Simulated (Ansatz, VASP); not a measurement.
# Cross-check of MoS2 between VASP and Ansatz, part 2 of 2

One calculation is typed for both programs; each brings its own data sets. How far apart do they land? The cell is taken from a series of runs on this material, whose earlier steps may have relaxed, scaled, displaced or heated it; both programs get it as it stands.

VASP 6.6.1 and Ansatz 0.2.0.

So far: The starting structure; Ansatz: dielectric response, PBEsol.

## (3) VASP: dielectric response, PBEsol

Level of this step: PBEsol, no spin polarisation; plane waves and PAW (Mo_sv, S) (VASP).

The same cell, functional and mesh now go to VASP, with its own data sets.

Lines of VASP's logs that name or quote its potential files are left out, and so is its time.

INCAR reads:

```
SYSTEM = MoS2
PREC = Accurate
ENCUT = 400
EDIFF = 1E-08
NELM = 120
ISMEAR = 0
SIGMA = 0.01
LREAL = .FALSE.
ALGO = Normal
GGA = PS
NBANDS = 32
LASPH = .TRUE.
LORBIT = 11
LWAVE = .FALSE.
LCHARG = .FALSE.
ISIF = 2
LEPSILON = .TRUE.
GGA_COMPAT = .FALSE.
EFERMI = MIDGAP
KPAR = 2
```

POSCAR reads:

```
MoS2
1.0
    3.1414339804      0.0000000000      0.0000000000
   -1.5707169902      2.7205616313      0.0000000000
    0.0000000000      0.0000000000     12.5785419241
Mo S
2 4
Direct
    0.6666666666      0.3333333332      0.7500000000
    0.3333333332      0.6666666666      0.2500000000
    0.6666666666      0.3333333332      0.3739454063
    0.3333333332      0.6666666666      0.8739454063
    0.6666666666      0.3333333332      0.1260545937
    0.3333333332      0.6666666666      0.6260545937
```

KPOINTS reads:

```
Automatic mesh
0
Gamma
8 8 2
0 0 0
```

Potentials, in the order of the species: Mo_sv and S (PBE family, release 64).

Started as:

```bash
$ mpirun -np 2 vasp_std
```

Numbers of over 12 decimals in the logs are rounded to 6 here.

Log:

```text
[banner, memory and clock lines left out]
running    2 mpi-ranks, on    1 nodes
 distrk:  each k-point on    1 cores,    2 groups
 distr:  one band on    1 cores,    1 groups

 POSCAR found type information on POSCAR MoS
 POSCAR found :  2 types and       6 ions
|                                                                             |
|               ----> ADVICE to this user running VASP <----                  |
|                                                                             |
|     You enforced a specific xc type in the INCAR file but a different       |
|     [... a line on the potential file left out ...]
|     I HOPE YOU KNOW WHAT YOU ARE DOING!                                     |
|                                                                             |

 LDA part: xc-table for (Slater+PW92), standard interpolation
 POSCAR, INCAR and KPOINTS ok, starting setup
 FFT: planning ... GRIDC
 FFT: planning ... GRID_SOFT
 FFT: planning ... GRID
 WAVECAR not read
 entering main loop
       N       E                     dE             d eps       ncg     rms          rms(c)
DAV:   1     0.382044425066E+03    0.38204E+03   -0.26288E+04  1448   0.126E+03
DAV:   2    -0.302030536510E+02   -0.41225E+03   -0.40188E+03  1608   0.353E+02
DAV:   3    -0.493899866567E+02   -0.19187E+02   -0.19051E+02  1608   0.700E+01
DAV:   4    -0.497827589643E+02   -0.39277E+00   -0.39156E+00  1592   0.994E+00
DAV:   5    -0.497910583350E+02   -0.82994E-02   -0.82942E-02  1608   0.139E+00    0.367E+01
DAV:   6    -0.476119836131E+02    0.21791E+01   -0.18024E+01  1392   0.237E+01    0.128E+01
DAV:   7    -0.472513370248E+02    0.36065E+00   -0.82047E+00  1432   0.148E+01    0.839E+00
DAV:   8    -0.469001089172E+02    0.35123E+00   -0.13866E+00  1552   0.668E+00    0.298E+00
DAV:   9    -0.469096844183E+02   -0.95755E-02   -0.14400E-01  1672   0.181E+00    0.134E+00
DAV:  10    -0.469010894447E+02    0.85950E-02   -0.55490E-02  1528   0.137E+00    0.306E-01
DAV:  11    -0.469010426044E+02    0.46840E-04   -0.24704E-03  1624   0.281E-01    0.149E-01
DAV:  12    -0.469009788060E+02    0.63798E-04   -0.24813E-04  1552   0.820E-02    0.804E-02
DAV:  13    -0.469009778156E+02    0.99036E-06   -0.18979E-04  1696   0.685E-02    0.158E-02
DAV:  14    -0.469009774554E+02    0.36022E-06   -0.19562E-05  1528   0.255E-02    0.212E-02
DAV:  15    -0.469009781351E+02   -0.67972E-06   -0.24550E-06  1592   0.806E-03    0.551E-03
DAV:  16    -0.469009778534E+02    0.28171E-06   -0.11179E-06  1600   0.616E-03    0.102E-03
DAV:  17    -0.469009779157E+02   -0.62337E-07   -0.88671E-08  1456   0.142E-03    0.184E-03
DAV:  18    -0.469009778979E+02    0.17873E-07   -0.48024E-09   976   0.386E-04    0.104E-03
DAV:  19    -0.469009778850E+02    0.12827E-07   -0.48561E-09   928   0.353E-04    0.293E-04
DAV:  20    -0.469009778821E+02    0.29722E-08   -0.72992E-10   872   0.130E-04
   1 F= -.46900978E+02 E0= -.46900978E+02  d E =0.000000E+00
 Linear response reoptimize wavefunctions to high precision
DAV:   1    -0.469009778820E+02    0.82764E-10   -0.26535E-10   880   0.650E-05
 Linear response G [H, r] |phi>, progress :
  Direction:   1
       N       E                     dE             d eps       ncg     rms
RMM:   1    -0.253201795983E+03   -0.25320E+03    0.40322E+02  2242   0.218E+02
RMM:   2    -0.233464159057E+03    0.19738E+02   -0.15896E+02  2061   0.535E+01
RMM:   3    -0.235668121337E+03   -0.22040E+01   -0.10039E+01  2363   0.133E+01
RMM:   4    -0.235780214141E+03   -0.11209E+00   -0.86485E-01  2505   0.306E+00
RMM:   5    -0.235787354867E+03   -0.71407E-02   -0.90904E-02  2602   0.929E-01
RMM:   6    -0.235788397263E+03   -0.10424E-02   -0.11455E-02  2629   0.314E-01
RMM:   7    -0.235788478174E+03   -0.80911E-04   -0.23749E-03  2674   0.771E-02
RMM:   8    -0.235788486720E+03   -0.85459E-05    0.14584E-04  2781   0.270E-02
RMM:   9    -0.235788488557E+03   -0.18377E-05   -0.19012E-04  2869   0.116E-02
RMM:  10    -0.235788489036E+03   -0.47856E-06   -0.48504E-04  2819   0.601E-03
RMM:  11    -0.235788489341E+03   -0.30543E-06   -0.44240E-04  2802   0.421E-03
RMM:  12    -0.235788489108E+03    0.23316E-06   -0.43978E-04  2786   0.351E-03
RMM:  13    -0.235788488969E+03    0.13943E-06   -0.26411E-04  2633   0.320E-03
RMM:  14    -0.235788489039E+03   -0.70357E-07   -0.55971E-04  2511   0.311E-03
RMM:  15    -0.235788488828E+03    0.21110E-06   -0.17619E-04  2373   0.303E-03
RMM:  16    -0.235788489107E+03   -0.27844E-06   -0.58500E-04  2338   0.303E-03
 Linear response G [H, r] |phi>, progress :
  Direction:   2
       N       E                     dE             d eps       ncg     rms
RMM:   1    -0.262813572872E+03   -0.26281E+03    0.28306E+02  2275   0.220E+02
RMM:   2    -0.243752497134E+03    0.19061E+02   -0.16027E+02  2100   0.535E+01
RMM:   3    -0.246006291868E+03   -0.22538E+01   -0.11211E+01  2351   0.133E+01
[...]
RMM:   4    -0.241556363266E+03   -0.86194E-01   -0.11552E+00  2438   0.322E+00
RMM:   5    -0.241566506468E+03   -0.10143E-01   -0.10606E-01  2520   0.973E-01
RMM:   6    -0.241567653495E+03   -0.11470E-02   -0.14718E-02  2580   0.334E-01
RMM:   7    -0.241567729490E+03   -0.75995E-04   -0.10839E-03  2618   0.762E-02
RMM:   8    -0.241567786529E+03   -0.57039E-04    0.99792E-05  2551   0.253E-02
[...]
Linear response to external field (no local field effect), progress :
  Direction:   3
       N       E                     dE             d eps       ncg     rms          rms(c)
RMM:   1    -0.238566190576E+01   -0.23857E+01   -0.11406E+01  2708   0.697E+00
RMM:   2    -0.254280704695E+01   -0.15715E+00   -0.11007E-01  2063   0.117E+00
RMM:   3    -0.254609954011E+01   -0.32925E-02   -0.87965E-03  2148   0.222E-01
RMM:   4    -0.254628953648E+01   -0.19000E-03   -0.46262E-04  2162   0.474E-02
RMM:   5    -0.254629974033E+01   -0.10204E-04   -0.47647E-05  2279   0.127E-02
RMM:   6    -0.254630042725E+01   -0.68692E-06   -0.42922E-06  2165   0.315E-03
RMM:   7    -0.254630046129E+01   -0.34042E-07   -0.23016E-06  1884   0.110E-03
RMM:   8    -0.254630046787E+01   -0.65742E-08   -0.18597E-06  1577   0.668E-04
RMM:   9    -0.254630046276E+01    0.51113E-08   -0.95921E-07  1299   0.548E-04
RMM:  10    -0.254630047310E+01   -0.10339E-07   -0.33942E-06  1153   0.519E-04
RMM:  11    -0.254630047309E+01    0.37206E-11   -0.11990E-06  1067   0.511E-04
RMM:  12    -0.254630047400E+01   -0.90184E-09   -0.18200E-06  1065   0.509E-04
 change of polarisation eV/A/(eV/A) component  3 :     0.000     0.000     5.093
 dielectric tensor                  component  3 :     0.000     0.000     9.572
 Linear response to external field, progress :
  Direction:   1
       N       E                     dE             d eps       ncg     rms          rms(c)
RMM:   1    -0.409921106345E+01   -0.40992E+01   -0.25511E+01  5897   0.755E+00
RMM:   2    -0.435414086012E+01   -0.25493E+00   -0.30215E-01  4456   0.140E+00    0.424E+00
RMM:   3    -0.419227263692E+01    0.16187E+00   -0.20132E-01  4366   0.236E+00    0.225E+00
RMM:   4    -0.429692683474E+01   -0.10465E+00   -0.16051E-01  4499   0.214E+00    0.504E-01
RMM:   5    -0.432977320596E+01   -0.32846E-01   -0.46186E-03  4466   0.536E-01    0.523E-02
RMM:   6    -0.433178291765E+01   -0.20097E-02   -0.40591E-03  4564   0.113E-01    0.309E-02
RMM:   7    -0.433136235133E+01    0.42057E-03    0.12910E-03  4493   0.357E-02    0.145E-02
RMM:   8    -0.433180651690E+01   -0.44417E-03   -0.13893E-04  4559   0.187E-02    0.347E-03
RMM:   9    -0.433201456852E+01   -0.20805E-03    0.27217E-05  4788   0.600E-03    0.117E-03
RMM:  10    -0.433204226612E+01   -0.27698E-04    0.43398E-05  4924   0.238E-03    0.393E-04
RMM:  11    -0.433206455948E+01   -0.22293E-04    0.23479E-05  4730   0.838E-04    0.138E-04
RMM:  12    -0.433207365895E+01   -0.90995E-05   -0.45609E-07  4963   0.434E-04    0.411E-05
RMM:  13    -0.433207377639E+01   -0.11744E-06    0.35197E-06  3842   0.323E-04    0.129E-05
RMM:  14    -0.433207385313E+01   -0.76736E-07    0.25000E-06  2550   0.283E-04    0.603E-06
 change of polarisation eV/A/(eV/A) component  1 :     8.189    -0.240    -0.000
 dielectric tensor                  component  1 :    14.785    -0.404    -0.000
 Linear response to external field, progress :
  Direction:   2
       N       E                     dE             d eps       ncg     rms          rms(c)
RMM:   1    -0.409719896348E+01   -0.40972E+01   -0.25490E+01  5932   0.755E+00
RMM:   2    -0.435417675012E+01   -0.25698E+00   -0.29916E-01  4426   0.142E+00    0.424E+00
RMM:   3    -0.419272554686E+01    0.16145E+00   -0.20490E-01  4315   0.237E+00    0.225E+00
RMM:   4    -0.429741867778E+01   -0.10469E+00   -0.16586E-01  4450   0.215E+00    0.504E-01
RMM:   5    -0.432893879510E+01   -0.31520E-01    0.15663E-04  4463   0.541E-01    0.690E-02
RMM:   6    -0.433216274437E+01   -0.32239E-02   -0.82786E-03  4517   0.122E-01    0.351E-02
RMM:   7    -0.433129518371E+01    0.86756E-03    0.14796E-03  4513   0.410E-02    0.149E-02
RMM:   8    -0.433180701431E+01   -0.51183E-03    0.19116E-04  4717   0.187E-02    0.330E-03
RMM:   9    -0.433201336995E+01   -0.20636E-03   -0.23427E-05  4781   0.517E-03    0.113E-03
RMM:  10    -0.433205215523E+01   -0.38785E-04    0.10802E-05  4900   0.210E-03    0.384E-04
RMM:  11    -0.433206792165E+01   -0.15766E-04    0.24017E-05  4763   0.858E-04    0.122E-04
RMM:  12    -0.433207659871E+01   -0.86771E-05    0.28466E-06  4831   0.437E-04    0.563E-05
RMM:  13    -0.433207808799E+01   -0.14893E-05   -0.21353E-06  3821   0.315E-04    0.259E-05
RMM:  14    -0.433207787233E+01    0.21566E-06   -0.12297E-06  3087   0.296E-04    0.798E-06
 change of polarisation eV/A/(eV/A) component  2 :    -0.233     8.189     0.000
 dielectric tensor                  component  2 :    -0.392    14.785     0.000
 Linear response to external field, progress :
  Direction:   3
       N       E                     dE             d eps       ncg     rms          rms(c)
RMM:   1    -0.238566190576E+01   -0.23857E+01   -0.11406E+01  2708   0.697E+00
RMM:   2    -0.254280627766E+01   -0.15714E+00   -0.11006E-01  2061   0.117E+00    0.488E+00
RMM:   3    -0.160057807514E+01    0.94223E+00   -0.45785E+00  2241   0.517E+00    0.189E+00
RMM:   4    -0.154391507170E+01    0.56663E-01   -0.29862E-01  2195   0.140E+00    0.103E+00
RMM:   5    -0.156608805425E+01   -0.22173E-01   -0.51383E-02  1989   0.780E-01    0.346E-01
RMM:   6    -0.157492781312E+01   -0.88398E-02   -0.79802E-03  2206   0.239E-01    0.256E-01
RMM:   7    -0.158231412978E+01   -0.73863E-02   -0.12912E-03  2097   0.113E-01    0.563E-02
RMM:   8    -0.158115700822E+01    0.11571E-02   -0.51571E-04  2173   0.539E-02    0.248E-02
RMM:   9    -0.158164423955E+01   -0.48723E-03    0.79478E-06  2081   0.291E-02    0.111E-02
RMM:  10    -0.158150294931E+01    0.14129E-03    0.24136E-04  2176   0.134E-02    0.657E-03
RMM:  11    -0.158150616652E+01   -0.32172E-05    0.28782E-05  2358   0.375E-03    0.558E-03
RMM:  12    -0.158152056487E+01   -0.14398E-04    0.30409E-05  2219   0.314E-03    0.989E-04
RMM:  13    -0.158153176019E+01   -0.11195E-04    0.61524E-06  2239   0.110E-03    0.874E-04
RMM:  14    -0.158153791694E+01   -0.61568E-05   -0.71661E-06  2305   0.705E-04    0.114E-04
RMM:  15    -0.158153392944E+01    0.39875E-05    0.71626E-06  1977   0.432E-04    0.569E-05
RMM:  16    -0.158153284240E+01    0.10870E-05    0.72039E-06  1651   0.360E-04    0.106E-05
RMM:  17    -0.158153279615E+01    0.46250E-07    0.19150E-05  1097   0.343E-04    0.109E-05
RMM:  18    -0.158153248806E+01    0.30809E-06    0.46596E-06   967   0.340E-04    0.816E-06
 change of polarisation eV/A/(eV/A) component  3 :    -0.000     0.000     2.987
 dielectric tensor                  component  3 :    -0.000     0.000     6.028
 Born effective charges drift removed
```

From OUTCAR (step 3):

```text
ion  position               nearest neighbor table
   1  0.667  0.333  0.750-   4 2.39   6 2.39   4 2.39   6 2.39   4 2.39   6 2.39
   2  0.333  0.667  0.250-   3 2.39   5 2.39   3 2.39   5 2.39   3 2.39   5 2.39
   3  0.667  0.333  0.374-   2 2.39   2 2.39   2 2.39
   4  0.333  0.667  0.874-   1 2.39   1 2.39   1 2.39
   5  0.667  0.333  0.126-   2 2.39   2 2.39   2 2.39
   6  0.333  0.667  0.626-   1 2.39   1 2.39   1 2.39

  LATTYP: Found a hexagonal cell.
 ALAT       =     3.1414339804
 C/A-ratio  =     4.0040764831

 Subroutine GETGRP returns: Found 24 space group operations
 (whereof 12 operations were pure point group operations)

The static configuration has the point symmetry D_3d.
 The point group associated with its full space group is D_6h.

 Found     20 irreducible k-points:

   k-points           NKPTS =     20   k-points in BZ     NKDIM =     20   number of bands    NBANDS=     32

   dimension x,y,z NGX =    20 NGY =   20 NGZ =   84
   dimension x,y,z NGXF=    40 NGYF=   40 NGZF=  168

   ENCUT  =  400.0 eV  29.40 Ry    5.42 a.u.   5.12  5.12 20.51*2*pi/ulx,y,z

   NELECT =      52.0000    total number of electrons

 k-points in reciprocal lattice and weights: Automatic mesh
   0.00000000  0.00000000  0.00000000       0.008
   0.12500000 -0.00000000  0.00000000       0.047
   0.25000000 -0.00000000  0.00000000       0.047
   0.37500000  0.00000000  0.00000000       0.047
   0.50000000 -0.00000000  0.00000000       0.023
   0.12500000  0.12500000  0.00000000       0.047
   0.25000000  0.12500000  0.00000000       0.094
   0.37500000  0.12500000  0.00000000       0.094
   0.25000000  0.25000000  0.00000000       0.047
[...]
0.25000000  0.25000000  0.50000000       0.047
   0.37500000  0.25000000  0.50000000       0.047

 average (electrostatic) potential at core
       1 -74.5649       2 -74.5649       3 -84.5821       4 -84.5821       5 -84.5821
       6 -84.5821

  Total       -0.1682983     -0.1682983     -0.1809517     -0.0000000      0.0000000      0.0000000
  in kB       -2.5082649     -2.5082649     -2.6968481     -0.0000000      0.0000000      0.0000000
  external PRESSURE =      -2.5711260 kB  Pullay stress =       0.0000000 kB

  energy-cutoff  :      400.00
  volume of cell :      107.50
      direct lattice vectors                 reciprocal lattice vectors
     3.141433980  0.000000000  0.000000000     0.318325964  0.183785581  0.000000000
    -1.570716990  2.720561631  0.000000000     0.000000000  0.367571162  0.000000000
     0.000000000  0.000000000 12.578541924     0.000000000  0.000000000  0.079500470

 POSITION                                       TOTAL-FORCE (eV/Angst)
 -----------------------------------------------------------------------------------
      1.57072      0.90685      9.43391         0.000000      0.000000      0.000000
     -0.00000      1.81371      3.14464        -0.000000     -0.000000      0.000000
      1.57072      0.90685      4.70369        -0.000000      0.000000      0.003213
     -0.00000      1.81371     10.99296         0.000000      0.000000      0.003213
      1.57072      0.90685      1.58558        -0.000000      0.000000     -0.003213
     -0.00000      1.81371      7.87485         0.000000      0.000000     -0.003213
 -----------------------------------------------------------------------------------
    total drift:                                0.000001      0.000002     -0.000000

 MACROSCOPIC STATIC DIELECTRIC TENSOR (including local field effects in DFT)
 ------------------------------------------------------
          14.784629     0.000000     0.000000
           0.000000    14.784629     0.000000
           0.000000    -0.000000     6.028497
 ------------------------------------------------------

 PIEZOELECTRIC TENSOR (including local field effects)  for field in x, y, z        (C/m^2)
          XX          YY          ZZ          XY          YZ          ZX
  --------------------------------------------------------------------------------
  x     0.00000     0.00000     0.00000     0.00000     0.00000     0.00000
  y     0.00000     0.00000     0.00000     0.00000     0.00000     0.00000
  z     0.00000     0.00000     0.00000     0.00000     0.00000     0.00000

 BORN EFFECTIVE CHARGES (including local field effects) (in |e|, cummulative output)
 ---------------------------------------------------------------------------------
 ion    1
    1    -1.09190     0.00000     0.00000
    2     0.00000    -1.09190    -0.00000
    3    -0.00000    -0.00000    -0.59334
 ion    2
    1    -1.09190     0.00000     0.00000
    2     0.00000    -1.09190    -0.00000
    3    -0.00000    -0.00000    -0.59334
 ion    3
    1     0.54595     0.00000     0.00000
    2     0.00000     0.54595    -0.00000
    3     0.00000    -0.00000     0.29667
 ion    4
    1     0.54595     0.00000     0.00000
    2     0.00000     0.54595     0.00000
    3     0.00000     0.00000     0.29667
 ion    5
    1     0.54595     0.00000     0.00000
    2     0.00000     0.54595     0.00000
    3     0.00000     0.00000     0.29667
 ion    6
    1     0.54595     0.00000     0.00000
    2     0.00000     0.54595     0.00000
    3     0.00000    -0.00000     0.29667
```

The dielectric response converges more slowly with the mesh than energies do, so tensor and charges may still move on a finer one.

## (4) Differences

Known differences besides the potentials themselves: fixed occupations in Ansatz, narrow Gaussian smearing in VASP; VASP's response is taken on the typed mesh, Ansatz refines its own for the field response alone; the cutoff is 420 eV in Ansatz and 400 eV in VASP; Ansatz makes its cores anew for this functional, VASP keeps those of its PBE data sets. Total energies have different zeros and are not compared.

The two programs side by side:

| quantity | Ansatz | VASP | difference |
| --- | --- | --- | --- |
| ε∞ xx | 14.78 | 14.78 | +0.00 % |
| ε∞ yy | 14.78 | 14.78 | +0.00 % |
| ε∞ zz | 6.01 | 6.03 | -0.26 % |

## (5) What came out

```
difference in ε∞ zz (dielectric response, PBEsol) : -0.26 %
```

In words: The difference in ε∞ zz is -0.26 % (dielectric response, PBEsol), within the 5 % picked in this series as the mark of a large difference. How closely two codes agree says nothing of how well the functional describes the real material.

[Lines on the potential files, build, host, timing and source positions are cut from VASP's logs without a mark.]

[Logs are printed without paths, hosts, clocks, repeated set-up lines and the standing remarks that a program may print on its own settings, such as how far it seeks lower states.]

[Hosts, paths, dates, database ids (printed as entryN), source tags and the programs' standing remarks are cut or masked in the printed files.]
